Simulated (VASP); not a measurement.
# Lattice of TiC (Khamrabaevite), functional by functional, part 2 of 2

How much does the relaxed cell of TiC (Khamrabaevite) depend on the functional? The starting structure is a measured crystal structure from the Crystallography Open Database. The first relaxation on each setting starts from this cell expanded by 3 % in volume.

VASP 6.6.1.

Results so far: PBEsol 9.90 Å³ an atom; LDA 9.70 Å³ an atom; PBE 10.18 Å³ an atom; PBEsol + D3(BJ) 9.65 Å³ an atom.

**6. Relaxation with r2SCAN**

Level of this step: r2SCAN; plane waves and PAW (Ti_sv, C) (VASP).

r2SCAN adds the kinetic-energy density, costs more than a GGA and is run with LASPH. This run starts from the cell of an earlier relaxation, which isn't shown; the restart sets up the plane waves anew.

The input, INCAR:

```
SYSTEM = TiC
PREC = Accurate
ENCUT = 520
EDIFF = 1E-06
NELM = 100
ISMEAR = 1
SIGMA = 0.15
LREAL = .FALSE.
ALGO = Normal
METAGGA = R2SCAN
LASPH = .TRUE.
NBANDS = 14
LORBIT = 11
LWAVE = .FALSE.
LCHARG = .FALSE.
KPAR = 4
IBRION = 2
NSW = 50
ISIF = 3
EDIFFG = -0.006
```

The input, POSCAR:

```
TiC
1.0
    0.0000000000      2.1666401538      2.1666401538
    2.1666401538      0.0000000000      2.1666401538
    2.1666401538      2.1666401538      0.0000000000
Ti C
1 1
Direct
    0.0000000000      0.0000000000      0.0000000000
    0.5000000000      0.5000000000      0.5000000000
```

The input, KPOINTS:

```
Automatic mesh
0
Gamma
18 18 18
0 0 0
```

PAW data sets: Ti_sv and C (PBE family, release 64).

Launch:

```console
> mpirun -np 4 vasp_std
```

The log of the run:

```text
[banner, memory and clock lines left out]
running    4 mpi-ranks, on    1 nodes
[...]
[... a notice as in an earlier step ...]

 LDA part: xc-table for (None), standard interpolation
 POSCAR, INCAR and KPOINTS ok, starting setup
[...]
entering main loop
       N       E                     dE             d eps       ncg     rms          rms(c)
DAV:   1     0.113523184274E+03    0.11352E+03   -0.82700E+03  5476   0.140E+03
DAV:   2    -0.251700180046E+02   -0.13869E+03   -0.13081E+03  5736   0.360E+02
DAV:   3    -0.335988404579E+02   -0.84288E+01   -0.82100E+01  7496   0.865E+01
DAV:   4    -0.339304234479E+02   -0.33158E+00   -0.33121E+00  6424   0.157E+01
[...]
DAV:  13    -0.248691920843E+02   -0.44421E-05   -0.92817E-06  6576   0.351E-02    0.880E-03
DAV:  14    -0.248691934019E+02   -0.13177E-05   -0.12710E-06  6072   0.121E-02    0.363E-03
DAV:  15    -0.248691931029E+02    0.29900E-06   -0.19953E-07  3342   0.786E-03
   1 F= -.24869193E+02 E0= -.24869188E+02  d E =-.248692E+02
[...]
reached required accuracy - stopping structural energy minimisation
```

Wall time 51 s (4 MPI ranks of Intel Xeon Platinum 8259CL at 2.50GHz (Skylake/Cascade Lake), shared host); peak memory 0.68 GiB; 2.7 min of CPU time.

From OUTCAR (step 6):

```text
  Total       -0.0020952     -0.0020952     -0.0020952      0.0000000     -0.0000000      0.0000000
  in kB       -0.1650212     -0.1650212     -0.1650212      0.0000000     -0.0000000      0.0000000
  external PRESSURE =      -0.1650212 kB  Pullay stress =       0.0000000 kB

 POSITION                                       TOTAL-FORCE (eV/Angst)
 -----------------------------------------------------------------------------------
      0.00000      0.00000      0.00000        -0.000000     -0.000000      0.000000
      2.16664      2.16664      2.16664         0.000000      0.000000     -0.000000
 -----------------------------------------------------------------------------------
    total drift:                                0.000000     -0.000000     -0.000000

  FREE ENERGIE OF THE ION-ELECTRON SYSTEM (eV)
  ---------------------------------------------------
  free  energy   TOTEN  =       -24.8691931029 eV

  energy  without entropy=      -24.8691775031  energy(sigma->0) =      -24.86918790

[... 2 parts as in an earlier step ...]

[... 2 further parts left out ...]
[key lines of the parts left out:]
E-fermi :   9.4857
```

With r2SCAN the relaxed cell holds 10.171 Å³ an atom, +0.37 % against the measured cell, with a = 4.333 Å. That is +2.73 % from PBEsol.

**7. Relaxation with PBEsol+U (Ti d 4 eV)**

The U is chosen by hand, not computed for this crystal, and pushes the named shell towards whole occupations.

Changes to INCAR since step 6:

```diff
@@ -9,5 +9,12 @@
 ALGO = Normal
-METAGGA = R2SCAN
+GGA = PS
+NBANDS = 14
+LDAU = .TRUE.
+LDAUTYPE = 2
+LDAUL = 2 -1
+LDAUU = 4 0
+LDAUJ = 0 0
+LDAUPRINT = 1
 LASPH = .TRUE.
-NBANDS = 14
+LMAXMIX = 4
 LORBIT = 11
```

The input, POSCAR:

```
TiC
1.0
    0.0000000000      2.1854271361      2.1854271361
    2.1854271361      0.0000000000      2.1854271361
    2.1854271361      2.1854271361      0.0000000000
Ti C
1 1
Direct
    0.0000000000      0.0000000000      0.0000000000
    0.5000000000      0.5000000000      0.5000000000
```

KPOINTS is that of step 6.

Launch:

```console
> mpirun -np 4 vasp_std
```

The log of the run:

```text
[... set-up lines as in an earlier step ...]
 entering main loop
       N       E                     dE             d eps       ncg     rms          rms(c)
DAV:   1     0.122680657609E+03    0.12268E+03   -0.81521E+03  5472   0.136E+03
DAV:   2    -0.147145262991E+02   -0.13740E+03   -0.12950E+03  5766   0.352E+02
DAV:   3    -0.229751222018E+02   -0.82606E+01   -0.80780E+01  7422   0.850E+01
DAV:   4    -0.233166836620E+02   -0.34156E+00   -0.34135E+00  6648   0.157E+01
[...]
DAV:  13    -0.168074675533E+02   -0.10439E-05   -0.92026E-05  6096   0.101E-01    0.806E-03
DAV:  14    -0.168074697269E+02   -0.21736E-05   -0.23133E-06  6584   0.189E-02    0.623E-03
DAV:  15    -0.168074691422E+02    0.58476E-06   -0.17258E-06  5122   0.237E-02
   1 F= -.16807469E+02 E0= -.16807668E+02  d E =-.168075E+02
[...]
N       E                     dE             d eps       ncg     rms          rms(c)
DAV:   1    -0.168628207833E+02   -0.55351E-01   -0.11368E+00  6402   0.157E+01    0.229E+00
[...]
2 F= -.16806680E+02 E0= -.16806875E+02  d E =0.789158E-03
 trial-energy change:    0.000789  1 .order    0.000882   -0.004549    0.006312
 step:   0.4314(harm=  0.4188)  dis= 0.00000  next Energy=   -16.808458 (dE=-0.989E-03)
[...]
N       E                     dE             d eps       ncg     rms          rms(c)
DAV:   1    -0.168270803026E+02   -0.20401E-01   -0.37100E-01  6384   0.910E+00    0.134E+00
DAV:   2    -0.168114500079E+02    0.15630E-01   -0.56808E-02  6478   0.411E+00    0.415E-01
DAV:   3    -0.168079159072E+02    0.35341E-02   -0.84571E-03  7574   0.114E+00    0.148E-01
DAV:   4    -0.168080201924E+02   -0.10429E-03   -0.37361E-03  7170   0.550E-01    0.859E-02
DAV:   5    -0.168082987681E+02   -0.27858E-03   -0.29317E-04  6250   0.155E-01    0.389E-02
DAV:   6    -0.168084435070E+02   -0.14474E-03   -0.27449E-04  8504   0.809E-02    0.258E-02
DAV:   7    -0.168084650819E+02   -0.21575E-04   -0.37375E-05  6212   0.587E-02    0.185E-02
DAV:   8    -0.168084635670E+02    0.15150E-05   -0.11815E-05  6744   0.342E-02    0.403E-03
DAV:   9    -0.168084632779E+02    0.28905E-06   -0.76918E-07  4714   0.612E-03
   3 F= -.16808463E+02 E0= -.16808661E+02  d E =-.994136E-03
[...]
reached required accuracy - stopping structural energy minimisation
```

Elapsed: 36 s, on 4 MPI ranks; peak memory 0.72 GiB; 1.8 min of CPU time.

Parts of OUTCAR (step 7):

```text
  Total        0.0006126      0.0006126      0.0006126      0.0000000      0.0000000     -0.0000000
  in kB        0.0473884      0.0473884      0.0473884      0.0000000      0.0000000     -0.0000000
  external PRESSURE =       0.0473884 kB  Pullay stress =       0.0000000 kB

 POSITION                                       TOTAL-FORCE (eV/Angst)
 -----------------------------------------------------------------------------------
      0.00000      0.00000      0.00000         0.000000     -0.000000     -0.000000
      2.17973      2.17973      2.17973        -0.000000      0.000000      0.000000
 -----------------------------------------------------------------------------------
    total drift:                                0.000000     -0.000000     -0.000000

  FREE ENERGIE OF THE ION-ELECTRON SYSTEM (eV)
  ---------------------------------------------------
  free  energy   TOTEN  =       -16.8084632779 eV

  energy  without entropy=      -16.8090554775  energy(sigma->0) =      -16.80866068

[... 2 parts as in an earlier step ...]

[... 2 further parts left out ...]
[key lines of the parts left out:]
E-fermi :   9.5826
```

With PBEsol+U (Ti d 4 eV) the relaxed cell holds 10.356 Å³ an atom, +2.20 % against the measured cell, with a = 4.359 Å. That is +4.60 % from PBEsol.

**8. Relaxation with LDA+U (Ti d 4 eV)**

This run starts from the cell of an earlier relaxation, which isn't shown; the restart sets up the plane waves anew.

Changes to INCAR since step 7:

```diff
@@ -9,3 +9,3 @@
 ALGO = Normal
-GGA = PS
+GGA = CA
 NBANDS = 14
```

The input, POSCAR:

```
TiC
1.0
    0.0000000000      2.1643045151      2.1643045151
    2.1643045151      0.0000000000      2.1643045151
    2.1643045151      2.1643045151      0.0000000000
Ti C
1 1
Direct
    0.0000000000      0.0000000000      0.0000000000
    0.5000000000      0.5000000000      0.5000000000
```

KPOINTS is that of step 7.

The projector-augmented-wave data sets are Ti_sv and C (LDA family, release 64).

Launch:

```console
> mpirun -np 4 vasp_std
```

The log of the run:

```text
[... set-up lines as in an earlier step ...]
 entering main loop
       N       E                     dE             d eps       ncg     rms          rms(c)
DAV:   1     0.121450830160E+03    0.12145E+03   -0.81224E+03  5472   0.136E+03
DAV:   2    -0.154648348863E+02   -0.13692E+03   -0.12907E+03  5778   0.352E+02
DAV:   3    -0.237152346973E+02   -0.82504E+01   -0.80695E+01  7286   0.846E+01
DAV:   4    -0.240738019961E+02   -0.35857E+00   -0.35836E+00  6684   0.163E+01
[...]
DAV:  12    -0.174884829855E+02    0.12361E-02   -0.21017E-03  6184   0.650E-01    0.634E-02
DAV:  13    -0.174884700535E+02    0.12932E-04   -0.12963E-04  6360   0.116E-01    0.115E-02
DAV:  14    -0.174884705899E+02   -0.53641E-06   -0.52636E-06  6338   0.389E-02
   1 F= -.17488471E+02 E0= -.17488634E+02  d E =-.174885E+02
[...]
N       E                     dE             d eps       ncg     rms          rms(c)
DAV:   1    -0.174890122092E+02   -0.54216E-03   -0.11682E-02  6444   0.159E+00    0.234E-01
[...]
DAV:   6    -0.174884287893E+02   -0.42000E-05   -0.72222E-06  8432   0.133E-02    0.446E-03
DAV:   7    -0.174884296125E+02   -0.82319E-06   -0.32307E-06  6164   0.171E-02
   2 F= -.17488430E+02 E0= -.17488592E+02  d E =0.409774E-04
 trial-energy change:    0.000041  1 .order    0.000027   -0.000047    0.000102
 step:   0.2225(harm=  0.3163)  dis= 0.00000  next Energy=   -17.488476 (dE=-0.511E-05)
[...]
N       E                     dE             d eps       ncg     rms          rms(c)
DAV:   1    -0.174888313547E+02   -0.40257E-03   -0.72956E-03  6396   0.126E+00    0.184E-01
DAV:   2    -0.174885272949E+02    0.30406E-03   -0.10693E-03  6546   0.565E-01    0.567E-02
DAV:   3    -0.174884617506E+02    0.65544E-04   -0.15780E-04  7682   0.155E-01    0.206E-02
DAV:   4    -0.174884627630E+02   -0.10125E-05   -0.72217E-05  7248   0.788E-02    0.119E-02
DAV:   5    -0.174884683227E+02   -0.55596E-05   -0.62520E-06  6424   0.232E-02    0.497E-03
DAV:   6    -0.174884708387E+02   -0.25161E-05   -0.44219E-06  8100   0.104E-02    0.349E-03
DAV:   7    -0.174884712944E+02   -0.45563E-06   -0.18167E-06  5788   0.130E-02
   3 F= -.17488471E+02 E0= -.17488634E+02  d E =-.704481E-06
[...]
reached required accuracy - stopping structural energy minimisation
```

It took 29 s on 4 MPI ranks; peak memory 0.68 GiB; 89 s of CPU time.

OUTCAR, selected parts (step 8):

```text
  Total        0.0032140      0.0032140      0.0032140      0.0000000      0.0000000      0.0000000
  in kB        0.2540701      0.2540701      0.2540701      0.0000000      0.0000000      0.0000000
  external PRESSURE =       0.2540701 kB  Pullay stress =       0.0000000 kB

 POSITION                                       TOTAL-FORCE (eV/Angst)
 -----------------------------------------------------------------------------------
      0.00000      0.00000      0.00000         0.000000      0.000000      0.000000
      2.16401      2.16401      2.16401        -0.000000     -0.000000     -0.000000
 -----------------------------------------------------------------------------------
    total drift:                                0.000000     -0.000000     -0.000000

  FREE ENERGIE OF THE ION-ELECTRON SYSTEM (eV)
  ---------------------------------------------------
  free  energy   TOTEN  =       -17.4884712944 eV

  energy  without entropy=      -17.4889608662  energy(sigma->0) =      -17.48863448

[... 2 parts as in an earlier step ...]

[... 2 further parts left out ...]
[key lines of the parts left out:]
E-fermi :   9.7573
```

With LDA+U (Ti d 4 eV) the relaxed cell holds 10.134 Å³ an atom, +0.00 % against the measured cell, with a = 4.328 Å. That is +2.35 % from PBEsol.

**9. Relaxation with r2SCAN + rVV10**

rVV10 adds a nonlocal correlation energy for dispersion. This run starts from the cell of an earlier relaxation, which isn't shown; the restart sets up the plane waves anew.

The input, INCAR:

```
SYSTEM = TiC
PREC = Accurate
ENCUT = 520
EDIFF = 1E-06
NELM = 100
ISMEAR = 1
SIGMA = 0.15
LREAL = .FALSE.
ALGO = Normal
METAGGA = R2SCAN
LUSE_VDW = .TRUE.
IVDW_NL = 2
BPARAM = 11.95
CPARAM = 0.0093
LASPH = .TRUE.
NBANDS = 14
LORBIT = 11
LWAVE = .FALSE.
LCHARG = .FALSE.
KPAR = 4
IBRION = 2
NSW = 50
ISIF = 3
EDIFFG = -0.006
```

The input, POSCAR:

```
TiC
1.0
    0.0000000000      2.1633873252      2.1633873252
    2.1633873252      0.0000000000      2.1633873252
    2.1633873252      2.1633873252      0.0000000000
Ti C
1 1
Direct
    0.0000000000      0.0000000000      0.0000000000
    0.5000000000      0.5000000000      0.5000000000
```

KPOINTS is that of step 8.

The projector-augmented-wave data sets are Ti_sv and C (PBE family, release 64).

Launch:

```console
> mpirun -np 4 vasp_std
```

The log of the run:

```text
[banner, memory and clock lines left out]
running    4 mpi-ranks, on    1 nodes
[...]
|                                                                             |
|               ----> ADVICE to this user running VASP <----                  |
|                                                                             |
|     You have switched on vdW-DFT.                                           |
|     This routine was written and supplied by Jiri Klimes. We recommend      |
|     that you carefully read and cite the following publications:            |
|       J. Klimes, D.R. Bowler, A. Michelides                                 |
|          J. Phys.: Cond Matt. 22 022201 (2010)                              |
|       J. Klimes, D.R. Bowler, A. Michelides                                 |
|          Phys. Rev. B. 83, 195131 (2011)                                    |
|     and references therein.                                                 |
|                                                                             |

[...]
DAV:  13    -0.245800491967E+02   -0.43542E-05   -0.81134E-06  6758   0.326E-02    0.100E-02
Total rVV10 correction in eV:      0.2885147    16.0463438
Total rVV10 correction in eV:      0.2885147    16.0463438
Total rVV10 correction in eV:      0.2885147    16.0463438
Total rVV10 correction in eV:      0.2885147    16.0463438
DAV:  14    -0.245800509902E+02   -0.17935E-05   -0.16477E-06  5940   0.131E-02    0.388E-03
Total rVV10 correction in eV:      0.2885203    16.0463438
Total rVV10 correction in eV:      0.2885203    16.0463438
Total rVV10 correction in eV:      0.2885203    16.0463438
Total rVV10 correction in eV:      0.2885203    16.0463438
DAV:  15    -0.245800506709E+02    0.31928E-06   -0.21877E-07  3456   0.814E-03
Total rVV10 correction in eV:      0.2885217    16.0463438
Total rVV10 correction in eV:      0.2885217    16.0463438
Total rVV10 correction in eV:      0.2885217    16.0463438
Total rVV10 correction in eV:      0.2885217    16.0463438
Total rVV10 correction in eV:      0.2885209    16.0463438
Total rVV10 correction in eV:      0.2885209    16.0463438
Total rVV10 correction in eV:      0.2885209    16.0463438
Total rVV10 correction in eV:      0.2885209    16.0463438
   1 F= -.24580051E+02 E0= -.24580043E+02  d E =-.245801E+02
[...]
reached required accuracy - stopping structural energy minimisation
```

Run time: 65 s. Hardware: 4 MPI ranks; peak memory 0.98 GiB.

OUTCAR, selected parts (step 9):

```text
  Total       -0.0054196     -0.0054196     -0.0054196      0.0000000     -0.0000000      0.0000000
  in kB       -0.4287881     -0.4287881     -0.4287881      0.0000000     -0.0000000      0.0000000
  external PRESSURE =      -0.4287881 kB  Pullay stress =       0.0000000 kB

 POSITION                                       TOTAL-FORCE (eV/Angst)
 -----------------------------------------------------------------------------------
      0.00000      0.00000      0.00000         0.000000      0.000000      0.000000
      2.16339      2.16339      2.16339         0.000000      0.000000      0.000000
 -----------------------------------------------------------------------------------
    total drift:                                0.000000     -0.000000     -0.000000

  FREE ENERGIE OF THE ION-ELECTRON SYSTEM (eV)
  ---------------------------------------------------
  free  energy   TOTEN  =       -24.5800506709 eV

  energy  without entropy=      -24.5800290765  energy(sigma->0) =      -24.58004347

[... 2 parts as in an earlier step ...]

[... 2 further parts left out ...]
[key lines of the parts left out:]
E-fermi :   9.5304
```

With r2SCAN + rVV10 the relaxed cell holds 10.125 Å³ an atom, -0.08 % against the measured cell, with a = 4.327 Å. That is +2.27 % from PBEsol.

**10. Comparison**

```csv
level,volume (Å³/atom),against the measured cell (%),a (Å),pressure left (GPa),core minutes
PBEsol,9.901,-2.3,4.2946,0.0,3.87
LDA,9.696,-4.32,4.2647,-0.07,3.84
PBE,10.181,0.46,4.3347,-0.09,3.59
PBEsol + D3(BJ),9.649,-4.78,4.2579,0.0,6.04
r2SCAN,10.171,0.37,4.3333,-0.02,13.7
PBEsol+U (Ti d 4 eV),10.356,2.2,4.3595,0.0,2.4
LDA+U (Ti d 4 eV),10.134,0.0,4.328,0.03,4.2
r2SCAN + rVV10,10.125,-0.08,4.3268,-0.04,17.1
```

Core minutes are wall time times ranks, summed over the relaxations behind a row (those for a bulk modulus apart), on shared hosts.

**11. Results**

```json
{"volume, PBEsol": "9.901 Å³/atom", "volume, LDA": "9.696 Å³/atom", "volume, PBE": "10.18 Å³/atom", "volume, PBEsol + D3(BJ)": "9.649 Å³/atom", "volume, r2SCAN": "10.17 Å³/atom", "volume, PBEsol+U (Ti d 4 eV)": "10.36 Å³/atom", "volume, LDA+U (Ti d 4 eV)": "10.13 Å³/atom", "volume, r2SCAN + rVV10": "10.13 Å³/atom"}
```

In words: Across 8 levels the volume of TiC (Khamrabaevite) spans 7.3 %, from 9.65 Å³ an atom (PBEsol + D3(BJ)) to 10.36 Å³ (PBEsol+U (Ti d 4 eV)). Against the measured volume of the starting structure, LDA+U (Ti d 4 eV) comes nearest (+0.0 %) and PBEsol + D3(BJ) lies farthest (-4.8 %). The measured cell holds zero-point expansion and, unless it was taken cold, thermal expansion, which the runs lack, so small differences decide nothing. Adding D3(BJ) to PBEsol changes the volume by -2.5 %. Adding rVV10 to r2SCAN changes the volume by -0.4 %. All runs keep the symmetry of the start, so they can't find a distortion of lower symmetry. Further runs on this material are not shown.

[Lines on the potential files, build, host, timing and source positions are cut from VASP's logs without a mark.]

[Logs are printed without paths, hosts, clocks, repeated set-up lines and the standing remarks that a program may print on its own settings, such as how far it seeks lower states.]

[Hosts, paths, dates, database ids (printed as entryN), source tags and the programs' standing remarks are cut or masked in the printed files.]
